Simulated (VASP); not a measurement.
# Sn2GeO2 (P-3m1) in VASP: density of states with PBE

Aim: the density of states of Sn2GeO2 with PBE.

Program: VASP 6.6.1. These are calculated values, not measurements. Logs are shortened: lines on timing, memory, paths and dates and some standing lists are left out, and cuts for length are marked.

**1. The crystal as given**

It takes space group P-3m1 (No. 164, trigonal). The conventional cell has a = 3.850 Å, b = 3.850 Å, c = 6.830 Å, α = 90.00°, β = 90.00°, γ = 120.00°. Sn (site symmetry 3m) is surrounded by 4 O at 2.16 to 2.33 Å. Ge (site symmetry -3m) has 6 Sn at 2.98 Å as nearest neighbours. O (site symmetry 3m) has 4 Sn at 2.16 to 2.33 Å as nearest neighbours.

The cell was built by a generator and needn't be a form met in nature.

**2. Density of states, PBE**

File POSCAR:

```
Sn2GeO2                                 
1.0
    3.8495640085      0.0000000000      0.0000000000
   -1.9247820042      3.3338202248      0.0000000000
    0.0000000000      0.0000000000      6.8297837352
  Sn              Ge              O             
     2     1     2
Direct
     0.6666666699999979    0.3333333300000021    0.7090375926564079
     0.3333333300000021    0.6666666699999979    0.2909624073435921
     0.0000000000000000    0.0000000000000000    0.0000000000000000
     0.3333333300000021    0.6666666699999979    0.6077342266991650
     0.6666666699999979    0.3333333300000021    0.3922657733008350
```

File INCAR.step1:

```
PREC = Accurate ; ENCUT = 520
EDIFF = 1E-6 ; ISMEAR = 0
SIGMA = 0.1 ; LREAL = F
LASPH = T ; NELM = 100
ALGO = Fast ; ISIF = 2
LWAVE = F ; LCHARG = T
GGA = PE ; KPAR = 4
```

File KPOINTS.step1:

```
regular mesh
0
Gamma
  10 10 4
```

File INCAR.step2:

```
PREC = Accurate ; ENCUT = 520
EDIFF = 1E-6 ; ISMEAR = -5
SIGMA = 0.1 ; LREAL = F
LASPH = T ; NELM = 100
ALGO = Fast ; ISIF = 2
LWAVE = F ; LCHARG = F
GGA = PE ; LORBIT = 11
KPAR = 4 ; NEDOS = 1001
ICHARG = 11
```

File KPOINTS.step2:

```
regular mesh
0
Gamma
  15 15 6
```

Potentials or basis: VASP PAW PBE potentials, release 64 (Sn_d, Ge_d, O).

On the command line:

```sh
$ cat potpaw_PBE.64/Sn_d/POTCAR potpaw_PBE.64/Ge_d/POTCAR potpaw_PBE.64/O/POTCAR > POTCAR
$ cp INCAR.step1 INCAR
$ cp KPOINTS.step1 KPOINTS
$ mpirun -np 4 vasp_std > vasp.out
$ cp INCAR.step2 INCAR
$ cp KPOINTS.step2 KPOINTS
$ mpirun -np 4 vasp_std > vasp.out
```

OUTCAR:

```text
PREC = Accurate
   ENCUT = 520
   EDIFF = 1E-6
   ISMEAR = -5
   LREAL = F
   LASPH = T
   NELM = 100
   ISIF = 2
   GGA = PE
   LORBIT = 11
   ICHARG = 11

 ion  position               nearest neighbor table
   1  0.667  0.333  0.709-   5 2.16   4 2.33   4 2.33   4 2.33   3 2.98   3 2.98   3 2.98   2 3.62
                             2 3.62   2 3.62
   2  0.333  0.667  0.291-   4 2.16   5 2.33   5 2.33   5 2.33   3 2.98   3 2.98   3 2.98   1 3.62
                             1 3.62   1 3.62
   3  0.000  0.000  0.000-   1 2.98   2 2.98   2 2.98   1 2.98   1 2.98   2 2.98
   4  0.333  0.667  0.608-   2 2.16   1 2.33   1 2.33   1 2.33
   5  0.667  0.333  0.392-   1 2.16   2 2.33   2 2.33   2 2.33

  LATTYP: Found a hexagonal cell.
 ALAT       =     3.8495640085
 C/A-ratio  =     1.7741707165

  Lattice vectors:

 A1 = (   3.8495640085,   0.0000000000,   0.0000000000)
 A2 = (  -1.9247820042,   3.3338202248,   0.0000000000)
 A3 = (   0.0000000000,   0.0000000000,   6.8297837352)

Analysis of symmetry for initial positions (statically):
=====================================================================
 Subroutine PRICEL returns:
 Original cell was already a primitive cell.

 Routine SETGRP: Setting up the symmetry group for a
 hexagonal supercell.

 Subroutine GETGRP returns: Found 12 space group operations
 (whereof 12 operations were pure point group operations)
 out of a pool of 24 trial point group operations.

The static configuration has the point symmetry D_3d.

Analysis of symmetry for dynamics (positions and initial velocities):
=====================================================================
 Subroutine PRICEL returns:
 Original cell was already a primitive cell.

 Routine SETGRP: Setting up the symmetry group for a
 hexagonal supercell.

 Subroutine GETGRP returns: Found 12 space group operations
 (whereof 12 operations were pure point group operations)
 out of a pool of 24 trial point group operations.

The dynamic configuration has the point symmetry D_3d.

 Subroutine INISYM returns: Found 12 space group operations
 (whereof 12 operations are pure point group operations),
 and found     1 'primitive' translations

----------------------------------------------------------------------------------------

                                     Primitive cell

  volume of cell :      87.6518

  direct lattice vectors                    reciprocal lattice vectors
     3.849564008  0.000000000  0.000000000     0.259769677  0.149978093  0.000000000
    -1.924782004  3.333820225  0.000000000     0.000000000  0.299956186  0.000000000
     0.000000000  0.000000000  6.829783735     0.000000000  0.000000000  0.146417520

  length of vectors
     3.849564008  3.849564008  6.829783735     0.299956186  0.299956186  0.146417520

  position of ions in fractional coordinates (direct lattice)
     0.666666670  0.333333330  0.709037593
     0.333333330  0.666666670  0.290962407
     0.000000000  0.000000000  0.000000000
     0.333333330  0.666666670  0.607734227
     0.666666670  0.333333330  0.392265773

  ion indices of the primitive-cell ions
   primitive index   ion index
                 1           1
                 2           2
                 3           3
                 4           4
                 5           5

----------------------------------------------------------------------------------------

 KPOINTS: regular mesh

Automatic generation of k-mesh.
 Grid dimensions read from file:
 generate k-points for:   15   15    6

 Generating k-lattice:

  Cartesian coordinates                     Fractional coordinates (reciprocal lattice)
     0.017317978  0.009998540  0.000000000     0.066666667  0.000000000  0.000000000
     0.000000000  0.019997079  0.000000000     0.000000000  0.066666667  0.000000000
     0.000000000  0.000000000  0.024402920     0.000000000  0.000000000  0.166666667

  Length of vectors
     0.019997079  0.019997079  0.024402920

  Shift w.r.t. Gamma in fractional coordinates (k-lattice)
     0.000000000  0.000000000  0.000000000

 TETIRR: Found   1946 inequivalent tetrahedra from     8100

 Subroutine IBZKPT returns following result:
 ===========================================

 Found    146 irreducible k-points:

 Following reciprocal coordinates:
            Coordinates               Weight
  0.000000  0.000000  0.000000      1.000000
  0.066667  0.000000  0.000000      6.000000
  0.133333  0.000000  0.000000      6.000000
  0.200000  0.000000  0.000000      6.000000
  0.266667  0.000000  0.000000      6.000000
  0.333333  0.000000  0.000000      6.000000
[... 16 lines left out ...]
  0.333333  0.200000  0.000000     12.000000
  0.400000  0.200000  0.000000      6.000000
 [... further k-points ...]
   k-points           NKPTS =    146   k-points in BZ     NKDIM =    146   number of bands    NBANDS=     32
   number of dos      NEDOS =   1001   number of ions     NIONS =      5
   total plane-waves  NPLWV =  48600
   dimension x,y,z NGX =    30 NGY =   30 NGZ =   54
   dimension x,y,z NGXF=    60 NGYF=   60 NGZF=  108
   ions per type =               2   1   2
   NGX,Y,Z   is equivalent  to a cutoff of  12.96, 12.96, 13.14 a.u.
   NGXF,Y,Z  is equivalent  to a cutoff of  25.91, 25.91, 26.29 a.u.
 SYSTEM =  unknown system
   PREC   = accura    normal or accurate (medium, high low for compatibility)
   ISTART =      0    job   : 0-new  1-cont  2-samecut
   ICHARG =     11    charge: 1-file 2-atom 10-const
   ISPIN  =      1    spin polarized calculation?
   LNONCOLLINEAR =      F non collinear calculations
   LSORBIT =      F    spin-orbit coupling
   LASPH  =      T    aspherical Exc in radial PAW
   ENCUT  =  520.0 eV  38.22 Ry    6.18 a.u.   7.16  7.16 12.70*2*pi/ulx,y,z
   NELM   =    100;   NELMIN=  2; NELMDL=  0     # of ELM steps
   EDIFF  = 0.1E-05   stopping-criterion for ELM
   LREAL  =      F    real-space projection
   EDIFFG = 0.1E-04   stopping-criterion for IOM
   NSW    =      0    number of steps for IOM
   IBRION =     -1    ionic relax: 0-MD 1-quasi-New 2-CG
   NFREE  =      0    steps in history (QN), initial steepest desc. (CG)
   ISIF   =      2    stress and relaxation
   ISYM   =      2    0-nonsym 1-usesym 2-fastsym
   POTIM  = 0.5000    time-step for ionic-motion
   TEBEG  =    0.0;   TEEND  =   0.0 temperature during run
   PSTRESS=    0.0 pullay stress
   NELECT =      54.0000    total number of electrons
   NUPDOWN=      -1.0000    fix difference up-down
   EMIN   =  10.00;   EMAX   =-10.00  energy-range for DOS
   EFERMI =   0.00;   METHOD = LEGACY
   ISMEAR =    -5;   SIGMA  =   0.10  broadening in eV -4-tet -1-fermi 0-gaus
   EFERMI_NEDOS =   21; number of points for ismear=-14 and -15
   IALGO  =     68    algorithm
   IMIX   =      4    mixing-type and parameters
     AMIX     =   0.40;   BMIX     =  1.00
     AMIX_MAG =   1.60;   BMIX_MAG =  1.00
  volume/ion in A,a.u.               =      17.53       118.30
  Fermi-wavevector in a.u.,A,eV,Ry     =   1.393005  2.632397 26.401583  1.940462
  Thomas-Fermi vector in A             =   2.516693
   LORBIT       =     11    0 simple, 1 ext, 2 COOP (PROOUT), +10 PAW based schemes
   GGA     = PE    functional components
   LHFCALC =     F    Hartree Fock is set to
   AEXX    =    0.0000 exact exchange contribution
   IVDW    =     0    specifies the selected vdW correction
   LEPSILON=     F    determine dielectric tensor
   LRPA    =     F    only Hartree local field effects (RPA)
 non-spin polarized calculation
 RMM-DIIS sequential band-by-band and
 Fermi weights with tetrahedron method with Bloechl corrections
  energy-cutoff  :      520.00
  volume of cell :       87.65
 maximum number of plane-waves:      2382
 NGX is ok and might be reduce to    30

 number of electron      53.9999956 magnetization

 Free energy of the ion-electron system (eV)
  ---------------------------------------------------
  ext. energy  EPLUGINS =         0.00000000
  ---------------------------------------------------
  free energy    TOTEN  =       -25.40358037 eV

  energy without entropy =      -25.40358037  energy(sigma->0) =      -25.40358037

 E-fermi :   7.4910     XC(G=0): -10.6157

 val. band max:        7.5970883503   @ k =   0.2667   0.0000   0.5000
 cond. band min:       7.4898355718   @ k =   0.1333   0.1333   0.0000
 fundamental gap:     -0.1072527784
 Fermi energy:         7.4910370936

 k-point     1 :       0.0000    0.0000    0.0000
  band No.  band energies     occupation
      1     -17.4638      2.00000
      2     -17.4638      2.00000
      3     -17.3893      2.00000
      4     -17.3893      2.00000
      5     -17.3593      2.00000
      6     -14.8119      2.00000
[... 24 lines left out ...]
     31      11.6163      0.00000
     32      11.6277      0.00000

 k-point     2 :       0.0667    0.0000    0.0000
  band No.  band energies     occupation
      1     -17.4638      2.00000
      2     -17.4635      2.00000
      3     -17.3894      2.00000
      4     -17.3894      2.00000
      5     -17.3591      2.00000
      6     -14.8162      2.00000
[... 24 lines left out ...]
     31      11.4629      0.00000
     32      11.5704      0.00000
[... 733 lines left out ...]
     31      11.2591      0.00000
     32      12.0683      0.00000

 k-point    24 :       0.4000    0.2000    0.0000
  band No.  band energies     occupation
      1     -17.4617      2.00000
      2     -17.4569      2.00000
      3     -17.3918      2.00000
      4     -17.3908      2.00000
      5     -17.3545      2.00000
      6     -14.8742      2.00000
[... 24 lines left out ...]
     31      10.6932      0.00000
     32      12.0412      0.00000

 [... further k-points ...]

------------------------ aborting loop because EDIFF is reached ----------------------------------------

  FORCE on cell =-STRESS in cart. coord.  units (eV):
  Direction    XX          YY          ZZ          XY          YZ          ZX
  --------------------------------------------------------------------------------------
  -------------------------------------------------------------------------------------
  Total        0.0088587      0.0088587      0.0085170      0.0000000      0.0000000      0.0000000
  in kB        0.1619266      0.1619266      0.1556809      0.0000000      0.0000000      0.0000000
  external PRESSURE =       0.1598447 kB  Pullay stress =       0.0000000 kB

 VOLUME and BASIS-vectors are now :
 -----------------------------------------------------------------------------
  energy-cutoff  :      520.00
  volume of cell :       87.65
      direct lattice vectors                 reciprocal lattice vectors
     3.849564008  0.000000000  0.000000000     0.259769677  0.149978093  0.000000000
    -1.924782004  3.333820225  0.000000000     0.000000000  0.299956186  0.000000000
     0.000000000  0.000000000  6.829783735     0.000000000  0.000000000  0.146417520

 POSITION                                       TOTAL-FORCE (eV/Angst)
 -----------------------------------------------------------------------------------
      1.92478      1.11127      4.84257        -0.000000      0.000000     -0.005617
     -0.00000      2.22255      1.98721         0.000000      0.000000      0.005617
      0.00000      0.00000      0.00000        -0.000000      0.000000      0.000000
     -0.00000      2.22255      4.15069         0.000000      0.000000      0.005370
      1.92478      1.11127      2.67909        -0.000000      0.000000     -0.005370
 -----------------------------------------------------------------------------------
    total drift:                                0.000000      0.000000     -0.000000

  FREE ENERGIE OF THE ION-ELECTRON SYSTEM (eV)
  ---------------------------------------------------
  free  energy   TOTEN  =       -25.4035803694 eV

  energy  without entropy=      -25.4035803694  energy(sigma->0) =      -25.40358037

 total charge

# of ion       s       p       d       tot
------------------------------------------
    1        1.151   0.845  10.086  12.082
    2        1.151   0.845  10.086  12.082
    3        1.265   0.949   9.992  12.206
    4        1.589   3.378   0.000   4.967
    5        1.589   3.378   0.000   4.967
--------------------------------------------------
tot          6.745   9.394  30.164  46.303
```

Run time: 2.6 min. Hardware: 4 MPI ranks of Intel Xeon Platinum 8488C (Sapphire Rapids), shared host; peak memory 0.48 GiB.

Results:

- Valence electrons inside the program's atomic spheres: Sn 12.08; Ge 12.21; O 4.97

Levels at points of the mesh, in eV from the Fermi level:
| k point | band 24 | band 25 | band 26 | band 27 | band 28 | band 29 | band 30 | band 31 |
| --- | --- | --- | --- | --- | --- | --- | --- | --- |
| (0.00, 0.00, 0.00) | -3.62 | -2.85 | -2.71 | 1.18 | 1.18 | 2.36 | 3.51 | 4.13 |
| (0.00, 0.00, 0.50) | -3.63 | -3.63 | -0.03 | 1.29 | 1.29 | 1.94 | 3.12 | 3.12 |

States per cell in windows of 1 eV (zero at the Fermi level; states under -8 eV left out):
```tsv
from (eV)	total	O4_p	O5_p	Ge3_p	Sn1_p	Sn2_p	Sn1_s
-8.0	1.50	0.16	0.16	0.02	0.03	0.03	0.20
-7.0	1.59	0.29	0.29	0.02	0.08	0.08	0.08
-6.0	2.91	0.60	0.60	0.08	0.18	0.18	0.06
-5.0	3.30	0.78	0.78	0.08	0.18	0.18	0.04
-4.0	2.21	0.56	0.56	0.09	0.10	0.10	0.03
-3.0	2.57	0.55	0.55	0.18	0.09	0.09	0.10
-2.0	1.29	0.14	0.14	0.25	0.05	0.05	0.03
-1.0	1.06	0.08	0.08	0.21	0.05	0.05	0.05
0.0	2.86	0.20	0.20	0.61	0.11	0.11	0.19
1.0	1.08	0.07	0.07	0.20	0.04	0.04	0.11
2.0	1.46	0.08	0.08	0.08	0.20	0.20	0.03
3.0	1.70	0.10	0.10	0.05	0.28	0.28	0.02
4.0	2.80	0.18	0.18	0.08	0.46	0.46	0.06
5.0	0.09	0.01	0.01	0.00	0.01	0.01	0.00
```

Caveat: tetrahedron occupations give inexact forces and stress in metals.
